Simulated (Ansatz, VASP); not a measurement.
# LiIrRh2 in two plane-wave programs, part 2 of 2

Wanted: the spread between two codes on one cell, functional and k mesh. The cell is invented: As first built, before any earlier steps moved the atoms (in the runner's words): it takes the LiRh3 structure with some of its atoms replaced by other elements, volume scaled by an estimate. It may not be a known or stable phase. The cell is taken from a series of VASP runs on this material, whose earlier steps may have relaxed, scaled or displaced it; both programs get it as it stands.

VASP 6.6.1 and Ansatz 0.2.0.

So far: The starting structure; VASP: relaxation of cell and atoms, r2SCAN.

## (3) Ansatz: relaxation of cell and atoms, r2SCAN

Level of this step: Ansatz beside VASP: Kohn-Sham DFT, plane waves, r2SCAN (Ansatz).

Ansatz runs on its default PAW (the set named soft_2) files.

The same cell, functional, mesh and smearing now go to Ansatz, which takes its cutoff from its data sets.

input.yaml

```yaml
crystal:
  lattice:
    - [-1.8929490269, 1.8929490269, 3.7639195962]
    - [1.8929490269, -1.8929490269, 3.7639195962]
    - [1.8929490269, 1.8929490269, -3.7639195962]
  atoms:
    - { symbol: Ir, position: [0.5, 0.5, 0.0] }
    - { symbol: Rh, position: [0.75, 0.25, 0.5] }
    - { symbol: Rh, position: [0.25, 0.75, 0.5] }
    - { symbol: Li, position: [0.0, 0.0, 0.0] }
hamiltonian:
  xc: r2scan
  pseudopotentials: { kind: paw }
kpoints:
  mp_grid: { grid: [8, 8, 8] }
scf:
  occupations: { method: fermi_dirac, width: 0.05 }
relax:
  f_tol: 0.01
  max_steps: 60
  cell: { stress_tol: 0.05 }
output:
  forces: true
  stress: true
  write_density: true
  write_potential: true
  elf: true
  volumetric_format: npy
```

Run with:

```console
$ ansatz run input.yaml --threads 4 --pin off --max-ram 9216MiB --backend cpu --events-out ev --progress --plain --runs-dir out
```

Numbers of over 12 decimals in the logs are rounded to 6 here.

The program printed:

```text
Engine: ansatz 0.2.0, aarch64-unknown-linux-gnu
Pseudopotentials: kind: paw
Pseudopotential: Ir, paw, valence charge 17, recommended cutoff 500 eV (meta_gga), Ir.paw.azcp
Pseudopotential: Rh, paw, valence charge 17, recommended cutoff 500 eV (meta_gga), Rh.paw.azcp
Pseudopotential: Li, paw, valence charge 3, recommended cutoff 500 eV (meta_gga), Li.paw.azcp
Functional definition: r2SCAN
  parameter k0 = 0.174
  parameter k1 = 0.065
  parameter a1 = 4.9479
  exchange = r2scan_x(k0 = k0, k1 = k1, a1 = a1)
  correlation = r2scan_c
Crystal: 4 atoms, lattice volume = 53.948 Å³
Basis set: ecut = 500 eV, 1377 PW (Γ), exchange–correlation on 144×144×144 points (64 copies of the dense FFT grid, shifted against one another)
Bands: 33, of which v1, the nominal top of the filled ones, is band 27 counted from 1 (26 counted from 0)
Symmetry: 16 space group operations
Space group: I4/mmm (ITA 139), of the structure as read, at distance tolerance 3.8e-5 Å
k-points: 59 of 512
Non-local potential: Ir, projectors of the file, l = 0: 3, l = 1: 2, l = 2: 2, l = 3: 1
Non-local potential: Rh, projectors of the file, l = 0: 3, l = 1: 2, l = 2: 2, l = 3: 1
Non-local potential: Li, projectors of the file, l = 0: 3, l = 1: 2, l = 2: 1
PAW form: soft (Blöchl's): semilocal exchange-correlation on the pseudo side does not see the compensation charge
PAW frozen core: Ir, regenerated for the run's functional (the file was generated under x = pbe(κ = 0.804, μ = 0.219515), c = pbe(β = 0.066725))
PAW frozen core: Rh, regenerated for the run's functional (the file was generated under x = pbe(κ = 0.804, μ = 0.219515), c = pbe(β = 0.066725))
PAW one-centre angular grid: Ir, 590 points (default); XC on 160 Gauss nodes
PAW one-centre angular grid: Rh, 590 points (default); XC on 160 Gauss nodes
PAW one-centre angular grid: Li, 302 points (default); XC on 327 of its mesh's 2665 points in the sphere
Initial density: superposition of atomic densities (neutral atoms: chi_scale 0, normalization atom), corrected by the library's trained network
Initial wavefunctions: pseudopotential atomic-orbital guess
Functional: x = r2scan, c = r2scan; τ floored in thin density (d = 2e-4 eV/Å³)
SCF iter   1: F=—  HF=-24984.695183 eV  |F-HF|=—  |Δ(HF+E_count)|=         —  Δρ=2.04e-2  dr2=3.29e-1  dr2_τ=9.08e-2  ethr=1.77e-3  ⟨swp⟩=6.2  Hψ=7211  notcnv=0
preconditioner: auto → Kerker (q_TF=auto, 2.729 Å⁻¹)  [metal: Δε(μ)=0.011 eV  Ē_g=6.791 eV  σ=0.050 eV  W_gap=0.05  n_scr=14 (ndim 8)  ℏωp=26.8 eV  f_vac=0.000  D(μ)=3.01/eV (n_scr^D=30)]
SCF iter   2: F=—  HF=-24984.738209 eV  |F-HF|=—  |Δ(HF+E_count)|=   4.30e-2  Δρ=1.20e-2  dr2=9.65e-2  dr2_τ=3.44e-2  ethr=6.10e-4  ⟨swp⟩=2.0  Hψ=2772  notcnv=0  defer=2
SCF iter   3: F=—  HF=-24984.732442 eV  |F-HF|=—  |Δ(HF+E_count)|=   5.77e-3  Δρ=5.75e-3  dr2=1.17e-2  dr2_τ=7.16e-4  ethr=1.79e-4  ⟨swp⟩=2.0  Hψ=2257  notcnv=0  defer=2
SCF iter   4: F=—  HF=-24984.733485 eV  |F-HF|=—  |Δ(HF+E_count)|=   1.04e-3  Δρ=1.09e-3  dr2=5.51e-4  dr2_τ=6.81e-5  ethr=2.17e-5  ⟨swp⟩=2.0  Hψ=3120  notcnv=0  defer=2
SCF iter   5: F=—  HF=-24984.733642 eV  |F-HF|=—  |Δ(HF+E_count)|=   1.57e-4  Δρ=5.57e-4  dr2=3.35e-4  dr2_τ=3.27e-5  ethr=1.02e-6  ⟨swp⟩=2.0  Hψ=2761  notcnv=0  defer=2
SCF iter   6: F=—  HF=-24984.733635 eV  |F-HF|=—  |Δ(HF+E_count)|=   6.96e-6  Δρ=1.90e-4  dr2=3.24e-5  dr2_τ=6.26e-7  ethr=6.21e-7  ⟨swp⟩=2.4  Hψ=2687  notcnv=0  defer=2
SCF iter   7: F=—  HF=-24984.733631 eV  |F-HF|=—  |Δ(HF+E_count)|=   3.66e-6  Δρ=5.05e-5  dr2=1.59e-6  dr2_τ=9.95e-8  ethr=5.99e-8  ⟨swp⟩=2.0  Hψ=2805  notcnv=0  defer=2
SCF iter   8: F=—  HF=-24984.733632 eV  |F-HF|=—  |Δ(HF+E_count)|=   3.39e-7  Δρ=1.47e-5  dr2=1.12e-7  dr2_τ=6.69e-9  ethr=2.95e-9  ⟨swp⟩=2.0  Hψ=2751  notcnv=0  defer=2
SCF iter   9: F=-24984.733632 eV  HF=-24984.733632 eV  |F-HF|=5.80e-9  |Δ(HF+E_count)|=   2.50e-8  Δρ=3.68e-6  dr2=1.05e-8  dr2_τ=7.99e-10  ethr=1.85e-10  ⟨swp⟩=7.4  Hψ=11036  notcnv=0
SCF 1 converged in 9 iterations: F = -24984.733632 eV  dr2 = 1.05e-8
  greatest PAW one-centre occupation: 1.000 electrons in one spin orbital (limit 2), on the Ir atom at site 0 (counted from 0), in its partial waves of l = 0
relax step   1: F+E_penalty+E_count = -24984.73363172 eV  Δ(F+E_penalty+E_count) = +0.000e0 eV  max|allowed force component| = 6.939e-18 eV/Å  Δτ_max = 0.0000 Å  P = -4.919 GPa  Ω = 53.948 Å³  (9 SCF iters, dr2 threshold 1.00e-7 eV, accepted)
[...]
relax step   2: F+E_penalty+E_count = -24984.73690178 eV  Δ(F+E_penalty+E_count) = -3.270e-3 eV  max|allowed force component| = 9.664e-30 eV/Å  Δτ_max = 0.0000 Å  P = +5.013 GPa  Ω = 51.586 Å³  energy of the carried Pulay correction = +7.893e-4 eV  (8 SCF iters, dr2 threshold 4.00e-7 eV, accepted)
[...]
relax step   3: F+E_penalty+E_count = -24984.75370264 eV  Δ(F+E_penalty+E_count) = -1.680e-2 eV  max|allowed force component| = 1.301e-18 eV/Å  Δτ_max = 0.0000 Å  P = -0.226 GPa  Ω = 52.750 Å³  energy of the carried Pulay correction = +3.957e-4 eV  (7 SCF iters, dr2 threshold 4.00e-7 eV, accepted)
[...]
relax step   4: F+E_penalty+E_count = -24984.75375961 eV  Δ(F+E_penalty+E_count) = -5.697e-5 eV  max|allowed force component| = 1.301e-18 eV/Å  Δτ_max = 0.0000 Å  P = -0.003 GPa  Ω = 52.697 Å³  energy of the carried Pulay correction = +4.136e-4 eV  (5 SCF iters, dr2 threshold 1.36e-7 eV, accepted)
[...]
relax step   5: F+E_penalty+E_count = -24984.75336941 eV  Δ(F+E_penalty+E_count) = +3.902e-4 eV  max|allowed force component| = 1.301e-18 eV/Å  Δτ_max = 0.0000 Å  P = -0.010 GPa  Ω = 52.697 Å³  stress off target by 1.50e-2 GPa  SCF on the basis re-selected at this cell (its energy is not comparable with the rows above)  (6 SCF iters)
basis re-selected at this cell: Δ(F+E_penalty+E_count) = +3.902e-4 eV, ΔP = -0.006 GPa vs the last step (what re-selecting the basis moved, of the pressure what is left beyond the Pulay correction that the steps carried, after the strain that the cell walked since its last selection, with what the two solves' SCF thresholds leave and, on support functions, any second-order correction that the steps lacked; it is no m [...]
SCF converged after 6 iterations
Free energy (F): -24984.753369 eV
Harris-Foulkes:  -24984.753369 eV  (|F-HF|=3.64e-11)
Internal energy: -24984.729721 eV  (E = F + TS)
E sigma→0 (E₀):  -24984.741545 eV
Entropy (-TS):   -0.023648 eV (-5.912 meV/atom)
Fermi energy:    18.614219 eV
--- Per-component energies (eV) ---
  E_band       = -557.668699
  E_kinetic    = 1793.436161
  E_local      = -5181.867653  (includes V_loc(G=0)·N_el)
  E_nonlocal   = 754.026857
  E_hartree    = 1897.986906
  E_xc         = -699.409253
  E_vxc        = -977.118016  (∫ρ·V_xc dr)
  E_paw        = -16480.939688  (= ΣΔE_a)
  E_vpaw       = -806.710786  (= ΣTr[D̂ρ^β])
  E_aug_tail   = 0.001004  (compensation charges beyond the density's cutoff)
  E_vtau       = 64.589545  (kinetic-family band-sum trace: ∫τ·v_τ [+ j·A + Jᵃ·Aᵃ] dr)
  E_ewald      = -7066.907243
  E_core_change = -1.056812  (= ΣΔE_core)
  E_smearing   = -0.023648  (= −TS)
  E_closure    = -0.000000  (closes the sum)
  Σ components = -24984.753369   (vs F -24984.753369, Δ=0.00e0)
--- Forces (eV/Å), atoms counted from 1 ---
  atom   1  Ir     0.00000000     0.00000000    -0.00000000
  atom   2  Rh     0.00000000    -0.00000000     0.00000000
  atom   3  Rh     0.00000000     0.00000000     0.00000000
  atom   4  Li    -0.00000000     0.00000000     0.00000000
  max |Σ_I F_I| component: 1.73e-18 eV/Å
--- Stress (GPa, compression-positive) ---
       -0.015005       0.000000       0.000000
        0.000000      -0.015005       0.000000
        0.000000       0.000000       0.001446
  P = ⅓ Tr σ = -0.0095 GPa (-0.095 kbar)
--- Band table (eV; the first three rows and the last of 59) ---
  k-point 0: bands = [... 23 lower, 17.8586, 18.1714, 18.7672, 18.7672, 18.8496, 20.1877, 22.0636, 27.5740, ... 2 higher]
  k-point 1: bands = [... 23 lower, 17.7196, 17.8197, 18.1737, 18.3470, 18.5274, 19.9322, 23.3163, 26.3672, ... 2 higher]
  k-point 2: bands = [... 23 lower, 16.9059, 17.8079, 17.8315, 17.8695, 18.2044, 19.7912, 23.6187, 23.9283, ... 2 higher]
  k-point 58: bands = [... 23 lower, 17.5083, 18.6568, 18.7403, 19.8614, 19.8614, 19.9006, 20.1841, 21.8693, ... 2 higher]
--- Relaxed structure (4 steps of the walk, 4 accepted, 1 SCFs on fresh bases) ---
  F+E_penalty+E_count = -24984.75336941 eV   max|allowed force component| = 1.301e-18 eV/Å   (the final SCF, on the basis selected at the relaxed cell)
  cell:  # Å, volume = 52.6966 Å³
    - [-1.878577, 1.878577, 3.733059]
    - [1.878577, -1.878577, 3.733059]
    - [1.878577, 1.878577, -3.733059]
  atoms:
    - { symbol: Ir, position: [0.5, 0.5, 0] }
    - { symbol: Rh, position: [0.75, 0.250000, 0.5] }
    - { symbol: Rh, position: [0.250000, 0.75, 0.5] }
    - { symbol: Li, position: [0, 0, 0] }
```

Run time: 17 s. Hardware: 4 threads of Arm Neoverse V2, shared host; peak memory 0.67 GiB; 64 s of CPU time.

## (4) Differences

Known differences besides the potentials themselves: VASP keeps PBE cores, Ansatz makes them for the functional; both relaxations stop at a tolerance, which leaves soft axes loose, and VASP keeps its plane-wave basis; the data sets hold 54 valence electrons in Ansatz (default PAW (the set named soft_2) files) and 42 in VASP; the cutoff is 500 eV in Ansatz and 700 eV in VASP; Ansatz adds a Pulay correction to the stress that steers its cell, VASP none. Total energies have different zeros and are not compared.

The two programs side by side:

```
                                         quantity  Ansatz   VASP  difference
                                      volume (Å³)   52.70  52.97     -0.51 %
edge a after relaxation, in the typed setting (Å)   4.582  4.590     -0.17 %
```

The walks stopped with -0.01 GPa left in Ansatz and -0.06 GPa in VASP; each walk ends within a tolerance, so the volume difference is uncertain by about these residues over the bulk modulus, most in soft cells.

## (5) Outcome

| Quantity | Value |
| --- | --- |
| difference in volume (relaxation of cell and atoms, r2SCAN) | -0.51 % |

What this shows: The difference in volume is -0.51 % (relaxation of cell and atoms, r2SCAN), within the 1.2 % picked in this series as the mark of a large difference, as far as the stopping tolerances let one tell. How closely two codes agree says nothing of how well the functional describes the real material.

[Lines on the potential files, build, host, timing and source positions are cut from VASP's logs without a mark.]

[Logs are printed without paths, hosts, clocks, repeated set-up lines and the standing remarks that a program may print on its own settings, such as how far it seeks lower states.]

[Hosts, paths, dates, database ids (printed as entryN), source tags and the programs' standing remarks are cut or masked in the printed files.]
